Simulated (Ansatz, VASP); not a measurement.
# Cross-check of Sn between VASP and Ansatz, part 2 of 2

One calculation is typed for both programs; each brings its own data sets. How far apart do they land? The cell is taken from a series of runs on this material, whose earlier steps may have relaxed, scaled, displaced or heated it; both programs get it as it stands.

VASP 6.6.1 and Ansatz 0.2.0.

So far: Set-up; VASP: relaxation of cell and atoms, PBEsol; Ansatz: relaxation of cell and atoms, PBEsol; Comparison.

### 5. VASP: zone-centre phonons, PBEsol

Level of this step: PBEsol; plane waves and PAW (Sn_d) (VASP).

Second derivatives magnify differences that forces hide, and they need a tight electronic threshold.

The input, INCAR:

```
SYSTEM = Sn
PREC = Accurate
ENCUT = 500
EDIFF = 1E-08
NELM = 120
ISMEAR = 1
SIGMA = 0.2
LREAL = .FALSE.
ALGO = Normal
GGA = PS
NBANDS = 20
LORBIT = 11
LWAVE = .FALSE.
LCHARG = .FALSE.
ISIF = 2
IBRION = 8
LASPH = .TRUE.
GGA_COMPAT = .FALSE.
KPAR = 2
```

The input, POSCAR:

```
Sn
1.0
    0.0000000000      3.2699750145      3.2699750145
    3.2699750145      0.0000000000      3.2699750145
    3.2699750145      3.2699750145      0.0000000000
Sn
2
Direct
    0.0000000000      0.0000000000      1.0000000000
    0.2500000000      0.2500000000      0.2500000000
```

The input, KPOINTS:

```
Automatic mesh
0
Gamma
14 14 14
0 0 0
```

The projector-augmented-wave data sets are Sn_d (PBE family, release 64).

Started as:

```console
mpirun -np 2 vasp_std
```

Numbers of over 12 decimals in the logs are rounded to 6 here.

Output:

```text
[banner, memory and clock lines left out]
running    2 mpi-ranks, on    1 nodes
[...]
[... a notice as in an earlier step ...]

 LDA part: xc-table for (Slater+PW92), standard interpolation
 POSCAR, INCAR and KPOINTS ok, starting setup
[...]
entering main loop
       N       E                     dE             d eps       ncg     rms          rms(c)
DAV:   1     0.219366177930E+03    0.21937E+03   -0.14298E+04  4196   0.194E+03
DAV:   2     0.146692257909E+02   -0.20470E+03   -0.20097E+03  4184   0.442E+02
DAV:   3    -0.779420409387E+01   -0.22463E+02   -0.22315E+02  4792   0.141E+02
DAV:   4    -0.853382174776E+01   -0.73962E+00   -0.73911E+00  4724   0.286E+01
[...]
DAV:  11    -0.846589583300E+01   -0.17840E-05   -0.31172E-06  4512   0.103E-02    0.771E-04
DAV:  12    -0.846589582046E+01    0.12534E-07   -0.86596E-08  4376   0.228E-03    0.368E-04
DAV:  13    -0.846589581246E+01    0.80017E-08   -0.13462E-08  3636   0.106E-03
   1 F= -.84658958E+01 E0= -.84658612E+01  d E =-.103730E-03
 Linear response reoptimize wavefunctions to high precision
DAV:   1    -0.846589580475E+01    0.77139E-08   -0.38250E-09  3404   0.928E-04
DAV:   2    -0.846589580480E+01   -0.49567E-10   -0.57232E-10  2500   0.245E-04
 Linear response DOF=           1
 Linear response progress:
  Degree of freedom:   1/  1
       N       E                     dE             d eps       ncg     rms          rms(c)
RMM:   1    -0.214197117825E+00   -0.21420E+00    0.54843E-01 21465   0.999E+00
RMM:   2    -0.220830963307E+00   -0.66338E-02   -0.19770E-02 29999   0.116E+00    0.692E-02
RMM:   3    -0.220990662300E+00   -0.15970E-03   -0.16259E-03 31607   0.323E-01    0.321E-02
RMM:   4    -0.220890691560E+00    0.99971E-04   -0.11368E-04 31381   0.974E-02    0.113E-02
[...]
RMM:  11    -0.220871823732E+00    0.27634E-07   -0.34392E-08 32689   0.119E-04    0.575E-06
RMM:  12    -0.220871812227E+00    0.11505E-07    0.35018E-08 35009   0.718E-05    0.527E-06
RMM:  13    -0.220871805901E+00    0.63260E-08    0.11316E-08 33897   0.506E-05    0.293E-06
 first order change of Fermi-energy   0.71543E-04
 force on displaced ion       1 direction 1 :  -7.163  -0.000  -0.000
 Linear response finished
```

Parts of OUTCAR (step 5):

```text
  Total       -0.0303665     -0.0303665     -0.0303665      0.0000000      0.0000000     -0.0000000
  in kB       -0.6957328     -0.6957328     -0.6957328      0.0000000      0.0000000     -0.0000000
  external PRESSURE =      -0.6957328 kB  Pullay stress =       0.0000000 kB

 POSITION                                       TOTAL-FORCE (eV/Angst)
 -----------------------------------------------------------------------------------
      0.00000      0.00000      0.00000        -0.000000     -0.000000     -0.000000
      1.63499      1.63499      1.63499         0.000000      0.000000      0.000000
 -----------------------------------------------------------------------------------
    total drift:                                0.000000      0.000000      0.000000

[... 1 part as in an earlier step ...]

[... 1 further part left out ...]
```

### 6. Ansatz: zone-centre phonons, PBEsol

The same cell, functional, mesh and smearing now go to Ansatz, which takes its cutoff from its data sets.

The cell is taken from a series of runs on this material, whose earlier steps may have relaxed, scaled, displaced or heated it; both programs get it as it stands.

The input, input.yaml:

```yaml
crystal:
  lattice:
    - [0.0, 3.2699750145, 3.2699750145]
    - [3.2699750145, 0.0, 3.2699750145]
    - [3.2699750145, 3.2699750145, 0.0]
  atoms:
    - { symbol: Sn, position: [0.0, 0.0, 0.0] }
    - { symbol: Sn, position: [0.25, 0.25, 0.25] }
kpoints:
  mp_grid: { grid: [14, 14, 14] }
hamiltonian:
  xc: pbesol
scf:
  occupations: { method: methfessel_paxton, width: 0.2 }
output:
  eigenvalues: true
phonons:
  method: dfpt
```

Started as:

```console
ansatz run input.yaml --threads 4 --pin off --max-ram 14336MiB --backend cpu --events-out ev --progress --plain --runs-dir out
```

Output:

```text
zone centre: on kpoints.mp_grid the ground state, and the responses unless they are solved on pairs of k-points, stand on 244 of the mesh's 2744 k-points, reduced under 8 symmetry operations, with k and −k counted as one. Each operation leaves every solved displacement unchanged or reverses it
[...]
Crystal: 2 atoms, lattice volume = 69.930 Å³
[...]
k mesh reduced under 8 symmetry operations, with k and −k counted as one. Each operation leaves every solved displacement unchanged or reverses it
  ASR residual: 1.496e-5 → 0.000e0 eV/Å²; symmetrization residual: 2.451e-12 eV/Å²
  ASR residual per site (eV/Å²): 1.50e-5 1.50e-5
  Γ frequencies (cm⁻¹): 0.00 0.00 0.00 181.52 181.52 181.52
  non-analytic LO–TO correction: not included (Born effective charges unavailable; polar crystals: no LO–TO splitting at Γ)
[key lines of the parts left out:]
SCF converged after 10 iterations
Free energy (F): -11899.507839 eV
Fermi energy:    7.378786 eV
```

### 7. Differences

The two programs side by side:

```
                  quantity  Ansatz   VASP  difference
optical mode 1 to 3 (cm⁻¹)   181.5  181.2     +0.20 %
```

Modes are paired by rising frequency, not by their patterns, so a pair may set unlike modes beside each other; they are those without the splitting of longitudinal modes.

### 8. What came out

```yaml
difference_in_volume_relaxation_of_cell_and_atoms_pbesol: 0.22 %
r_m_s_difference_of_the_optical_zone_centre_modes_each_program_s_sorted_by_frequency_zone_centre_phonons_pbesol: 0.36 cm⁻¹
```

The difference in volume is 0.22 % (relaxation of cell and atoms, PBEsol), within the 1.2 % picked in this series as the mark of a large difference, as far as the stopping tolerances let one tell. How closely two codes agree says nothing of how well the functional describes the real material.

[Lines on the potential files, build, host, timing and source positions are cut from VASP's logs without a mark.]

[Logs are printed without paths, hosts, clocks, repeated set-up lines and the standing remarks that a program may print on its own settings, such as how far it seeks lower states.]

[Hosts, paths, dates, database ids (printed as entryN), source tags and the programs' standing remarks are cut or masked in the printed files.]
